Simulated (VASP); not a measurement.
Data:

```xyz
2
Lattice="1.2244 -2.1207 0.0000 1.2244 2.1207 0.0000 0.0000 0.0000 3.9881" Properties=species:S:1:pos:R:3 pbc="T T T"
Co     1.2244     0.7069     0.9970
Co     1.2244    -0.7069     2.9911
```
Starting moments (μB, in the order of the record's atoms Co Co): 1.7 1.7.

Computed with MS2 meta-GGA, VASP's PBE PAW potentials (set 64) (plane waves; VASP). Numerical set-up: 520 eV cut-off, 19×19×10 Γ-centred mesh, tetrahedra with Blöchl corrections, potentials Co.

### Question
Give the spin-up energies of bands 1 to 12 at the high-symmetry points, in eV from the Fermi level.

### Answer

```json
[
 {"band": "1", "Γ": "-9.53", "M": "-5.35", "K": "-4.90", "A": "-7.23", "L": "-5.58", "H": "-4.38"},
 {"band": "2", "Γ": "-5.70", "M": "-5.27", "K": "-4.41", "A": "-7.23", "L": "-5.58", "H": "-4.38"},
 {"band": "3", "Γ": "-3.07", "M": "-5.08", "K": "-4.41", "A": "-3.38", "L": "-4.30", "H": "-4.25"},
 {"band": "4", "Γ": "-3.04", "M": "-3.23", "K": "-4.15", "A": "-3.38", "L": "-4.30", "H": "-4.25"},
 {"band": "5", "Γ": "-3.04", "M": "-3.02", "K": "-3.36", "A": "-3.11", "L": "-2.23", "H": "-3.41"},
 {"band": "6", "Γ": "-2.71", "M": "-2.91", "K": "-3.36", "A": "-3.11", "L": "-2.23", "H": "-3.41"},
 {"band": "7", "Γ": "-2.71", "M": "-2.60", "K": "-2.35", "A": "-3.11", "L": "-1.40", "H": "-2.33"},
 {"band": "8", "Γ": "-2.36", "M": "-1.00", "K": "-1.26", "A": "-3.11", "L": "-1.40", "H": "-2.33"},
 {"band": "9", "Γ": "-2.36", "M": "-0.98", "K": "-1.26", "A": "-1.53", "L": "-0.91", "H": "-1.09"},
 {"band": "10", "Γ": "-1.21", "M": "-0.85", "K": "-1.23", "A": "-1.53", "L": "-0.91", "H": "-1.09"},
 {"band": "11", "Γ": "-1.21", "M": "1.12", "K": "4.43", "A": "-1.53", "L": "1.38", "H": "5.74"},
 {"band": "12", "Γ": "-0.48", "M": "3.29", "K": "5.40", "A": "-1.53", "L": "1.38", "H": "5.74"}
]
```

### Question
Give the spin-down energies of bands 1 to 12 at the high-symmetry points, in eV from the Fermi level.

### Answer

```
band      Γ      M      K      A      L      H
----  -----  -----  -----  -----  -----  -----
1     -9.56  -4.22  -3.23  -7.16  -4.33  -2.84
2     -4.60  -3.90  -3.12  -7.16  -4.33  -2.84
3     -1.12  -3.53  -3.12  -1.74  -2.60  -2.72
4     -1.01  -2.12  -2.94  -1.74  -2.60  -2.72
5     -1.01  -1.11  -1.45  -1.06   0.04  -1.92
6     -0.61  -1.11  -1.45  -1.06   0.04  -1.92
7     -0.61  -0.71  -0.34  -1.06   0.15  -0.15
8     -0.53   1.37   0.99  -1.06   0.15  -0.15
9     -0.06   1.53   0.99   0.87   1.47   1.21
10    -0.06   1.54   1.24   0.87   1.47   1.21
11     1.25   2.69   5.49   0.87   2.27   6.60
12     1.25   4.51   6.38   0.87   2.27   6.60
```

It has no gap at this level: it comes out as a metal or semimetal.

The compound is Co in the hcp structure. It was relaxed first, which changed the volume by -7 %.
